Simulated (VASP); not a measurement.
```
CELL_PARAMETERS angstrom
      0.00000     2.83421     2.83421
      2.83421     0.00000     2.83421
      2.83421     2.83421     0.00000
ATOMIC_POSITIONS crystal
  Be 0.00000 0.00000 0.00000
  Te 0.25000 0.25000 0.25000
```

Method: PBE GGA, VASP's PBE PAW potentials (set 64) (plane waves; VASP 6.6.1). Numerical set-up: 400 eV cut-off, 8×8×8 Γ-centred mesh, Gaussian smearing of 0.010 eV, potentials Be Te.

Task: Give the electronic dielectric tensor ε∞ (DFPT, local fields included).

Result: 
```
7.54  0.00  0.00
0.00  7.54  0.00
0.00  0.00  7.54
```

Task: Give the Born effective charges.

Result: 
| atom | Z*xx | Z*yy | Z*zz | mean |
|---|---|---|---|---|
| Be1 | 1.37 | 1.37 | 1.37 | 1.37 |
| Te2 | -1.37 | -1.37 | -1.37 | -1.37 |

Task: And the static tensor with the ions free?

Result: 
```
8.70  0.00  0.00
0.00  8.70  0.00
0.00  0.00  8.70
```

Task: Which frequencies do the optical Γ-point modes have (no LO-TO splitting)?

Result: 455 (×3) cm⁻¹.

The piezoelectric tensor e of the same run, ions relaxed (C/m²):

```tsv
	xx	yy	zz	yz	xz	xy
x	0.00	0.00	0.00	-0.19	0.00	0.00
y	0.00	0.00	0.00	0.00	-0.19	0.00
z	0.00	0.00	0.00	0.00	0.00	-0.19
```

The compound is BeTe in the zinc blende structure. It was relaxed first.
